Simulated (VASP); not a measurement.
These are PBE GGA, VASP's PBE PAW potentials (set 64) (plane waves; VASP) values and carry that method's errors.

VASP input:

INCAR:
```
ALGO = Fast
EDIFF = 1E-5
EDIFFG = -0.03
ENCUT = 400
GGA = PE
IBRION = 2
ISIF = 2
ISMEAR = 0
ISYM = 0
LASPH = .TRUE.
LCHARG = .FALSE.
LMAXMIX = 4
LREAL = Auto
LWAVE = .TRUE.
NELECT = 286.0
NELM = 100
NELMIN = 4
NSW = 60
PREC = Normal
SIGMA = 0.05
SYSTEM = BeGa35N36
```

### KPOINTS
```
Automatic mesh
0
Gamma
1 1 1
0 0 0
```

POSCAR:
```
BeGa35N36
1.0
  4.8683178927  -8.4321738171   0.0000000000
  4.8683178927   8.4321738171   0.0000000000
  0.0000000000   0.0000000000  10.5562839806
Ga N Be
35 36 1
Cartesian
  1.6227710081  -0.9369072650   2.6390709951
  1.6227710081   0.9369072650   0.0000000000
  1.6227710081  -0.9369072650   7.9172129854
  1.6004887171   0.9578274882   5.2702670025
  3.2014691344   1.8993724488   2.5947029336
  3.2455468846   3.7476374921   0.0000000000
  3.2602345997   1.8338797548   7.9022863999
  3.2339164731   3.7420975539   5.3266586715
  4.8683178927   4.6845447571   2.6390709951
  4.8683178927   6.5583592871   0.0000000000
  4.8683178927   4.6845447571   7.9172129854
  4.8683178927   6.5583592871   5.2781419903
  3.2455468846  -3.7476374921   2.6390709951
  3.2455420163  -1.8738145300   0.0000000000
  3.2455468846  -3.7476374921   7.9172129854
  3.2358443270  -1.9192808112   5.2536936366
  4.8932826269  -0.9266621738   2.6806944229
  4.8683178927   0.9369156972   0.0000000000
  4.8189190710  -0.9258105242   7.9540121914
  6.5344510083   1.8690081909   2.6280713472
  6.4910889008   3.7476374921   0.0000000000
  6.4429509735   1.8943468732   7.9468550309
  6.4787087684   3.7219277942   5.2540208814
  4.8683178927  -6.5583592871   2.6390709951
  4.8683178927  -4.6845447571   0.0000000000
  4.8683178927  -6.5583592871   7.9172129854
  4.8683178927  -4.6845447571   5.2781419903
  6.4910889008  -3.7476374921   2.6390709951
  6.4910937691  -1.8738145300   0.0000000000
  6.4910889008  -3.7476374921   7.9172129854
  6.4693956763  -1.8785281151   5.2507906585
  8.1138647773  -0.9369072650   2.6390709951
  8.1138647773   0.9369072650   0.0000000000
  8.1138647773  -0.9369072650   7.9172129854
  8.1188255932   0.9537969091   5.2790603870
  1.6227710081  -0.9369072650   4.6289305255
  1.6227710081   0.9369072650   1.9898595303
  1.6227710081  -0.9369072650   9.9070725158
  1.6227710081   0.9369072650   7.2680015206
  3.2502983628   1.8680384909   4.5817439361
  3.2455468846   3.7476374921   1.9898595303
  3.2455420163   1.8738145300   9.9070725158
  3.2455468846   3.7476374921   7.2680015206
  4.8683178927   4.6845447571   4.6289305255
  4.8683178927   6.5583592871   1.9898595303
  4.8683178927   4.6845447571   9.9070725158
  4.8683178927   6.5583592871   7.2680015206
  3.2455468846  -3.7476374921   4.6289305255
  3.2455420163  -1.8738145300   1.9898595303
  3.2455468846  -3.7476374921   9.9070725158
  3.2455420163  -1.8738145300   7.2680015206
  4.8492389549  -0.9093340566   4.5998057380
  4.8683178927   0.9369156972   1.9898595303
  4.8683178927  -0.9369156972   9.9070725158
  4.8923284365   0.9345715528   7.2884173739
  6.4641281563   1.8310381122   4.6356232095
  6.4910889008   3.7476374921   1.9898595303
  6.4910937691   1.8738145300   9.9070725158
  6.4910889008   3.7476374921   7.2680015206
  4.8683178927  -6.5583592871   4.6289305255
  4.8683178927  -4.6845447571   1.9898595303
  4.8683178927  -6.5583592871   9.9070725158
  4.8683178927  -4.6845447571   7.2680015206
  6.4910889008  -3.7476374921   4.6289305255
  6.4910937691  -1.8738145300   1.9898595303
  6.4910889008  -3.7476374921   9.9070725158
  6.4910937691  -1.8738145300   7.2680015206
  8.1138647773  -0.9369072650   4.6289305255
  8.1138647773   0.9369072650   1.9898595303
  8.1138647773  -0.9369072650   9.9070725158
  8.1138647773   0.9369072650   7.2680015206
  4.8438107804   0.9742364985   5.2706681412
```

POTCAR, in this order: Ga N Be (PBE.64 set). Program: vasp_gam.

Output of the run:

**OSZICAR**
```
...
RMM:   5    -0.435565633583E+03    0.43715E-03   -0.62113E-03   364   0.159E-01    0.777E-02
RMM:   6    -0.435565769977E+03   -0.13639E-03   -0.19399E-03   403   0.774E-02    0.434E-02
RMM:   7    -0.435565766961E+03    0.30160E-05   -0.21880E-04   363   0.311E-02    0.260E-02
RMM:   8    -0.435565770742E+03   -0.37809E-05   -0.81634E-05   327   0.172E-02
   4 F= -.43556577E+03 E0= -.43552975E+03  d E =-.175682E+00
       N       E                     dE             d eps       ncg     rms          rms(c)
DAV:   1    -0.435573366932E+03   -0.76000E-02   -0.10330E+01   384   0.749E+00    0.583E-01
RMM:   2    -0.435584477464E+03   -0.11111E-01   -0.17034E-01   360   0.810E-01    0.216E-01
RMM:   3    -0.435584860034E+03   -0.38257E-03   -0.23217E-02   373   0.302E-01    0.172E-01
RMM:   4    -0.435584343167E+03    0.51687E-03   -0.40715E-03   365   0.130E-01    0.892E-02
RMM:   5    -0.435584298076E+03    0.45091E-04   -0.10995E-03   366   0.685E-02    0.300E-02
RMM:   6    -0.435584324516E+03   -0.26440E-04   -0.31627E-04   383   0.327E-02    0.170E-02
RMM:   7    -0.435584324896E+03   -0.37931E-06   -0.36180E-05   266   0.130E-02
   5 F= -.43558432E+03 E0= -.43554838E+03  d E =-.194236E+00
       N       E                     dE             d eps       ncg     rms          rms(c)
DAV:   1    -0.435607715621E+03   -0.23391E-01   -0.12384E+01   360   0.883E+00    0.678E-01
RMM:   2    -0.435625860013E+03   -0.18144E-01   -0.23031E-01   360   0.104E+00    0.294E-01
RMM:   3    -0.435627510799E+03   -0.16508E-02   -0.35575E-02   394   0.380E-01    0.208E-01
RMM:   4    -0.435626574031E+03    0.93677E-03   -0.53084E-03   363   0.161E-01    0.689E-02
RMM:   5    -0.435626597030E+03   -0.22999E-04   -0.13913E-03   395   0.762E-02    0.295E-02
RMM:   6    -0.435626614890E+03   -0.17859E-04   -0.24744E-04   403   0.310E-02    0.163E-02
RMM:   7    -0.435626618176E+03   -0.32859E-05   -0.34217E-05   248   0.131E-02
   6 F= -.43562662E+03 E0= -.43559117E+03  d E =-.422933E-01
       N       E                     dE             d eps       ncg     rms          rms(c)
DAV:   1    -0.435626659881E+03   -0.44992E-04   -0.19689E-02   424   0.353E-01    0.268E-02
RMM:   2    -0.435626689931E+03   -0.30050E-04   -0.38000E-04   360   0.420E-02    0.114E-02
RMM:   3    -0.435626693519E+03   -0.35881E-05   -0.62746E-05   293   0.159E-02    0.803E-03
RMM:   4    -0.435626692387E+03    0.11320E-05   -0.96724E-06   216   0.693E-03
   7 F= -.43562669E+03 E0= -.43559126E+03  d E =-.423675E-01
       N       E                     dE             d eps       ncg     rms          rms(c)
DAV:   1    -0.435634230065E+03   -0.75365E-02   -0.25341E+00   360   0.405E+00    0.293E-01
RMM:   2    -0.435637468909E+03   -0.32388E-02   -0.42394E-02   360   0.444E-01    0.120E-01
RMM:   3    -0.435637700648E+03   -0.23174E-03   -0.61502E-03   381   0.164E-01    0.870E-02
RMM:   4    -0.435637552645E+03    0.14800E-03   -0.11048E-03   361   0.729E-02    0.293E-02
RMM:   5    -0.435637570239E+03   -0.17594E-04   -0.26612E-04   404   0.335E-02    0.143E-02
RMM:   6    -0.435637572413E+03   -0.21742E-05   -0.33787E-05   253   0.132E-02
   8 F= -.43563757E+03 E0= -.43560234E+03  d E =-.108800E-01
       N       E                     dE             d eps       ncg     rms          rms(c)
DAV:   1    -0.435637955356E+03   -0.38512E-03   -0.33542E-01   392   0.147E+00    0.108E-01
RMM:   2    -0.435638392840E+03   -0.43748E-03   -0.56801E-03   360   0.162E-01    0.444E-02
RMM:   3    -0.435638426386E+03   -0.33546E-04   -0.83979E-04   382   0.605E-02    0.322E-02
RMM:   4    -0.435638407438E+03    0.18948E-04   -0.15026E-04   361   0.269E-02    0.107E-02
RMM:   5    -0.435638409521E+03   -0.20825E-05   -0.31742E-05   243   0.123E-02
   9 F= -.43563841E+03 E0= -.43560325E+03  d E =-.117171E-01
       N       E                     dE             d eps       ncg     rms          rms(c)
DAV:   1    -0.435640797303E+03   -0.23899E-02   -0.82726E-01   360   0.227E+00    0.181E-01
RMM:   2    -0.435641915602E+03   -0.11183E-02   -0.15368E-02   360   0.278E-01    0.877E-02
RMM:   3    -0.435641992693E+03   -0.77091E-04   -0.23752E-03   391   0.101E-01    0.578E-02
RMM:   4    -0.435641928587E+03    0.64107E-04   -0.43512E-04   363   0.452E-02    0.186E-02
RMM:   5    -0.435641933098E+03   -0.45117E-05   -0.10690E-04   358   0.205E-02    0.930E-03
RMM:   6    -0.435641934110E+03   -0.10119E-05   -0.18144E-05   222   0.872E-03
  10 F= -.43564193E+03 E0= -.43560689E+03  d E =-.352459E-02
       N       E                     dE             d eps       ncg     rms          rms(c)
DAV:   1    -0.435641939061E+03   -0.59628E-05   -0.13203E-03   424   0.910E-02    0.749E-03
RMM:   2    -0.435641940412E+03   -0.13511E-05   -0.24938E-05   232   0.113E-02    0.360E-03
RMM:   3    -0.435641940328E+03    0.84470E-07   -0.26848E-06   212   0.403E-03    0.222E-03
RMM:   4    -0.435641940138E+03    0.18982E-06   -0.44299E-07   123   0.189E-03
  11 F= -.43564194E+03 E0= -.43560689E+03  d E =-.353062E-02
       N       E                     dE             d eps       ncg     rms          rms(c)
DAV:   1    -0.435642742661E+03   -0.80233E-03   -0.30035E-01   368   0.139E+00    0.103E-01
RMM:   2    -0.435643133404E+03   -0.39074E-03   -0.50894E-03   360   0.156E-01    0.445E-02
RMM:   3    -0.435643170470E+03   -0.37066E-04   -0.79961E-04   388   0.587E-02    0.313E-02
RMM:   4    -0.435643152635E+03    0.17835E-04   -0.11672E-04   363   0.243E-02    0.136E-02
RMM:   5    -0.435643152167E+03    0.46814E-06   -0.36280E-05   251   0.129E-02
  12 F= -.43564315E+03 E0= -.43560834E+03  d E =-.121203E-02
       N       E                     dE             d eps       ncg     rms          rms(c)
DAV:   1    -0.435643166101E+03   -0.13466E-04   -0.11707E-02   416   0.275E-01    0.212E-02
RMM:   2    -0.435643183256E+03   -0.17154E-04   -0.21370E-04   360   0.323E-02    0.961E-03
RMM:   3    -0.435643185122E+03   -0.18662E-05   -0.33878E-05   258   0.124E-02    0.677E-03
RMM:   4    -0.435643184687E+03    0.43453E-06   -0.61945E-06   216   0.548E-03
  13 F= -.43564318E+03 E0= -.43560842E+03  d E =-.124455E-02
       N       E                     dE             d eps       ncg     rms          rms(c)
DAV:   1    -0.435643200445E+03   -0.15323E-04   -0.23145E-01   368   0.124E+00    0.902E-02
RMM:   2    -0.435643531279E+03   -0.33083E-03   -0.41618E-03   361   0.143E-01    0.417E-02
RMM:   3    -0.435643568155E+03   -0.36876E-04   -0.68138E-04   396   0.535E-02    0.297E-02
RMM:   4    -0.435643551509E+03    0.16646E-04   -0.96209E-05   363   0.224E-02    0.118E-02
RMM:   5    -0.435643550920E+03    0.58887E-06   -0.26702E-05   232   0.114E-02
  14 F= -.43564355E+03 E0= -.43560892E+03  d E =-.366233E-03
       N       E                     dE             d eps       ncg     rms          rms(c)
DAV:   1    -0.435643572797E+03   -0.21288E-04   -0.19038E-02   368   0.355E-01    0.251E-02
RMM:   2    -0.435643597378E+03   -0.24581E-04   -0.31848E-04   360   0.396E-02    0.112E-02
RMM:   3    -0.435643599745E+03   -0.23661E-05   -0.49202E-05   283   0.146E-02    0.758E-03
RMM:   4    -0.435643598562E+03    0.11828E-05   -0.70264E-06   214   0.614E-03
  15 F= -.43564360E+03 E0= -.43560893E+03  d E =-.413875E-03
       N       E                     dE             d eps       ncg     rms          rms(c)
DAV:   1    -0.435643671062E+03   -0.71318E-04   -0.79800E-02   368   0.723E-01    0.545E-02
RMM:   2    -0.435643791879E+03   -0.12082E-03   -0.14670E-03   360   0.841E-02    0.241E-02
RMM:   3    -0.435643804108E+03   -0.12229E-04   -0.22476E-04   387   0.309E-02    0.165E-02
RMM:   4    -0.435643799008E+03    0.50999E-05   -0.34235E-05   251   0.132E-02
  16 F= -.43564380E+03 E0= -.43560922E+03  d E =-.200446E-03
```

File OUTCAR:
```
------------------------ aborting loop because EDIFF is reached ----------------------------------------
  FORCE on cell =-STRESS in cart. coord.  units (eV):
  Direction    XX          YY          ZZ          XY          YZ          ZX
  --------------------------------------------------------------------------------------
  Total      -28.2158442    -27.7321636    -34.3444624     -0.0236043      0.0307913     -0.0219182
  in kB      -52.1607817    -51.2666330    -63.4903565     -0.0436357      0.0569218     -0.0405187
  external PRESSURE =     -55.6392571 kB  Pullay stress =       0.0000000 kB
  volume of cell :      866.68
      direct lattice vectors                 reciprocal lattice vectors
     4.868317893 -8.432173817  0.000000000     0.102704879 -0.059296690  0.000000000
     4.868317893  8.432173817  0.000000000     0.102704879  0.059296690  0.000000000
     0.000000000  0.000000000 10.556283981     0.000000000  0.000000000  0.094730305
  FREE ENERGIE OF THE ION-ELECTRON SYSTEM (eV)
  ---------------------------------------------------
  free  energy   TOTEN  =      -435.6437990080 eV

  energy  without entropy=     -435.5746335095  energy(sigma->0) =     -435.60921626

 reached required accuracy - stopping structural energy minimisation
```
(Selected blocks of OUTCAR.)

File CONTCAR:
```
BeGa35N36
   1.00000000000000
     4.8683178927000004   -8.4321738171000007    0.0000000000000000
     4.8683178927000004    8.4321738171000007    0.0000000000000000
     0.0000000000000000    0.0000000000000000   10.5562839805999999
  Ga              N               Be
    35    36     1
Direct
     0.2222918581309514    0.1113565807309626    0.2500041390271726
     0.1117205087388087    0.2234051431477945    0.9998777156405504
     0.2221747124812369    0.1111474860898108    0.7501973915623842
     0.1152048100973927    0.2266859214118730    0.4998724793527237
     0.2253595496446056    0.4459334062152007    0.2557852764850773
     0.1116701019917101    0.5548275731670470    0.0000168591450112
     0.2267123171951090    0.4465187556231411    0.7454028991681749
     0.1151861656115629    0.5547642209251055    0.4997923291959250
     0.2222940317741443    0.7774716079683651    0.2501352326380272
     0.1109590660877540    0.8887504957897144    0.9998181564448760
     0.2220437027438325    0.7771792435251443    0.7502466753011656
     0.1108425703491760    0.8886240853937215    0.5003401180854152
     0.5552950688716782    0.1108803792783234    0.2505923033038219
     0.4449651800210402    0.2234029258565750    0.9999231989896286
     0.5551883854898100    0.1106950933724031    0.7499290390284195
     0.4444687418675455    0.2265388033853649    0.4998896047787841
     0.5535784608015556    0.4458071317855947    0.2559265967525244
     0.4443237722014997    0.5554049483738346    0.9995117831818383
     0.5527815386628602    0.4464885622047980    0.7452790060333944
     0.5537424467456712    0.7742859586832005    0.2559145990083823
     0.4450020653720091    0.8880334634840985    0.0000350356069590
     0.5528159739198043    0.7725774614565728    0.7453494500510649
     0.4445816508418019    0.8840580857499136    0.4999012815149159
     0.8888268605782580    0.1109223817885932    0.2505852355381892
     0.7776587654906462    0.2221213316402585    0.0000388991350468
     0.8887009098170264    0.1107857584749867    0.7498593931331066
     0.7775129224637635    0.2219497019893707    0.4997758527864005
     0.8887044993568997    0.4444144843095151    0.2505617938502341
     0.7761635057321563    0.5548294223102844    0.0000233634375815
     0.8886295271795926    0.4442840620788338    0.7499487039548270
     0.7726158634985988    0.5547739362645920    0.4997871537003522
     0.8883037925865158    0.7774283280423838    0.2500661011785524
     0.7762539902407503    0.8879719168383258    0.9999574832948815
     0.8881460504888135    0.7772040923707570    0.7502203920993628
     0.7725425341178753    0.8840140872547938    0.4998597711625076
     0.2217616265126328    0.1105615608861658    0.4380010761720771
     0.1116894776066520    0.2235574077176916    0.1889072797205106
     0.2221958767141133    0.1111974638399468    0.9385886828127435
     0.1108344596811793    0.2217134604234111    0.6881147542334456
     0.2361279127563675    0.4512671753947120    0.4434850382559802
     0.1116374993831399    0.5546741555958121    0.1889871058768367
     0.2227662962449482    0.4446931109883435    0.9352867108520404
     0.1107188915957318    0.5554064266949145    0.6880711452471394
     0.2218345005473386    0.7776227216751649    0.4380971745700532
     0.1109239318098232    0.8887350024967916    0.1881028824857243
     0.2222518620344525    0.7775505378098071    0.9386501590011157
     0.1108025940061191    0.8885495342350709    0.6886556428230485
     0.5545391963948669    0.1103520220800869    0.4388610661080730
     0.4450842569344161    0.2235087708040049    0.1889255804199807
     0.5552656139200096    0.1108463731036431    0.9384650399452024
     0.4439727469088101    0.2215954290177471    0.6881210420756929
     0.5480136101804726    0.4511156500959392    0.4436020493506381
     0.4442625553408545    0.5554181105535493    0.1865865465462187
     0.5549872952053838    0.4446439893551368    0.9352245526628619
     0.4441052400262491    0.5551964697415226    0.6733895882399284
     0.5480796206131147    0.7631133472632167    0.4435781934218085
     0.4450643871328257    0.8880004724932996    0.1890078160957740
     0.5550313927330072    0.7768992241055259    0.9352462804194023
     0.4439527115996615    0.8885704677660228    0.6881751128865943
     0.8889343613812084    0.1104011918438758    0.4388649102842183
     0.7776255924792099    0.2220895898737788    0.1883756132244343
     0.8888238812095798    0.1108691127816134    0.9384369324172041
     0.7775384103215197    0.2219510921292834    0.6883767988379658
     0.8889159285554267    0.4448637703881791    0.4388345930103567
     0.7759969996501401    0.5545671180823682    0.1890137363428272
     0.8887985070797737    0.4445589840956842    0.9384886466086849
     0.7776583779813045    0.5554315160938449    0.6880652283731167
     0.8888195999613184    0.7775671468004279    0.4380665050186539
     0.7761196456587379    0.8880420589613008    0.1889942719679754
     0.8884909294320401    0.7775437919523058    0.9386237215143866
     0.7777010542235847    0.8886076687687973    0.6881647560529884
     0.4440412549915155    0.5549922371097600    0.5020924525569573
```

OUTCAR:
```
 val. band max:        2.5792939720   @ k =   0.0000   0.0000   0.0000

 cond. band min:       4.2129771718   @ k =   0.0000   0.0000   0.0000


 Fermi energy:         2.5836797468

 k-point     1 :       0.0000    0.0000    0.0000
  band No.  band energies     occupation
      1     -12.8987      2.00000
      2     -12.0665      2.00000
      3     -12.0152      2.00000
      4     -11.6983      2.00000
      5     -11.6740      2.00000
      6     -11.6726      2.00000
      7     -11.6120      2.00000
      8     -11.6118      2.00000
      9     -11.5235      2.00000
     10     -11.0485      2.00000
     11     -11.0243      2.00000
     12     -11.0201      2.00000
     13     -11.0186      2.00000
     14     -11.0078      2.00000
     15     -11.0063      2.00000
     16     -10.9987      2.00000
     17     -10.9976      2.00000
     18     -10.9167      2.00000
     19     -10.8980      2.00000
     20     -10.8968      2.00000
     21     -10.8262      2.00000
     22     -10.6921      2.00000
     23     -10.3016      2.00000
     24     -10.3004      2.00000
     25     -10.2982      2.00000
     26     -10.2901      2.00000
     27     -10.2612      2.00000
     28     -10.2087      2.00000
     29     -10.2073      2.00000
     30     -10.1845      2.00000
     31     -10.1751      2.00000
     32     -10.1567      2.00000
     33     -10.1555      2.00000
     34     -10.0186      2.00000
     35     -10.0174      2.00000
     36      -9.9905      2.00000
     37      -4.0744      2.00000
     38      -3.3365      2.00000
     39      -3.3358      2.00000
     40      -3.3125      2.00000
     41      -3.3024      2.00000
     42      -3.1640      2.00000
     43      -3.1365      2.00000
     44      -3.1356      2.00000
     45      -3.0838      2.00000
     46      -3.0835      2.00000
     47      -3.0508      2.00000
     48      -2.8328      2.00000
     49      -2.8188      2.00000
     50      -2.8179      2.00000
     51      -2.8103      2.00000
...
```

At this cut-off the stress carries a Pulay error, which pulls relaxed volumes low. The cell is charged, with a uniform compensating background. The supercell is sampled at Γ alone, which is coarse: total energies, pressure and levels can be off, energies of defects by several tenths of an eV.

The cell is a supercell with a defect, built from GaN (wurtzite): Be_Ga, charge +1. The run is not spin-polarised, so no state with unpaired spins was tried.
